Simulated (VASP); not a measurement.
These are PBE GGA, VASP's PBE PAW potentials (set 64) (plane waves; VASP) values and carry that method's errors.

VASP ran on this input.

File POSCAR:
```
In
1
   -2.8838100000     2.8838100000     1.5734410000
    2.8838100000    -2.8838100000     1.5734410000
    2.8838100000     2.8838100000    -1.5734410000
In
2
Direct
  0.7500000000   0.2500000000   0.5000000000
  0.0000000000   0.0000000000   0.0000000000
```

### KPOINTS
```
Automatic mesh
0
Gamma
9 9 9
0 0 0
```

### INCAR
```
SYSTEM  =  In
GGA  =  PE
ALGO  =  Normal
ENCUT  =  300   # plane-wave cut-off (eV)
EDIFF  =  1E-6
NELM  =  100   # most electronic steps
ISMEAR  =  -1
LASPH  =  .TRUE.
PREC  =  Accurate
LWAVE  =  .FALSE.
LREAL  =  .FALSE.   # projection in real space or not
SIGMA  =  0.136   # width (eV)
LMAXMIX  =  4
LCHARG  =  .FALSE.
ISIF  =  2
```

POTCAR, in this order: In_d (PBE.64 set). Program: vasp_std.

The run wrote:

File OSZICAR:
```
       N       E                     dE             d eps       ncg     rms          rms(c)
DAV:   1     0.167543327486E+03    0.16754E+03   -0.98599E+03  2567   0.146E+03
DAV:   2     0.456096287122E+01   -0.16298E+03   -0.16157E+03  2553   0.341E+02
DAV:   3    -0.482178334250E+01   -0.93827E+01   -0.93594E+01  3224   0.104E+02
DAV:   4    -0.501388985549E+01   -0.19211E+00   -0.19205E+00  3423   0.157E+01
DAV:   5    -0.502054881917E+01   -0.66590E-02   -0.66588E-02  3614   0.212E+00    0.373E+00
DAV:   6    -0.497167954195E+01    0.48869E-01   -0.95035E-02  3390   0.552E+00    0.180E+00
DAV:   7    -0.496164033165E+01    0.10039E-01   -0.30975E-02  3385   0.285E+00    0.379E-01
DAV:   8    -0.496100501758E+01    0.63531E-03   -0.19554E-03  2953   0.641E-01    0.323E-02
DAV:   9    -0.496102422336E+01   -0.19206E-04   -0.55514E-05  3986   0.661E-02    0.167E-02
DAV:  10    -0.496102584213E+01   -0.16188E-05   -0.34388E-06  2657   0.296E-02    0.770E-03
DAV:  11    -0.496102532362E+01    0.51851E-06   -0.57232E-07  1664   0.806E-03
   1 F= -.49610253E+01 E0= -.49284761E+01  d E =-.650984E-01
```

OUTCAR:
```
------------------------ aborting loop because EDIFF is reached ----------------------------------------
  FORCE on cell =-STRESS in cart. coord.  units (eV):
  Direction    XX          YY          ZZ          XY          YZ          ZX
  --------------------------------------------------------------------------------------
  Total        1.2476333      1.2476333      0.8243631      0.0000000      0.0000000      0.0000000
  in kB       38.1903635     38.1903635     25.2339597      0.0000000      0.0000000      0.0000000
  external PRESSURE =      33.8715622 kB  Pullay stress =       0.0000000 kB
  volume of cell :       52.34
      direct lattice vectors                 reciprocal lattice vectors
    -2.883810000  2.883810000  1.573441000     0.000000000  0.173381742  0.317774864
     2.883810000 -2.883810000  1.573441000     0.173381742  0.000000000  0.317774864
     2.883810000  2.883810000 -1.573441000     0.173381742  0.173381742  0.000000000
 POSITION                                       TOTAL-FORCE (eV/Angst)
 -----------------------------------------------------------------------------------
      0.00000      2.88381      0.78672        -0.000000      0.000000      0.000000
      0.00000      0.00000      0.00000         0.000000     -0.000000     -0.000000
 -----------------------------------------------------------------------------------
    total drift:                               -0.000000      0.000000      0.000000
  FREE ENERGIE OF THE ION-ELECTRON SYSTEM (eV)
  ---------------------------------------------------
  free  energy   TOTEN  =        -4.9610253236 eV

  energy  without entropy=       -4.8959269317  energy(sigma->0) =       -4.92847613
```
(Selected blocks of OUTCAR.)

At this cut-off the stress carries a Pulay error, which pulls relaxed volumes low.

The structure was generated: In was put into an ordered model structure, which need not be its known phase. The cell was not relaxed at this level.
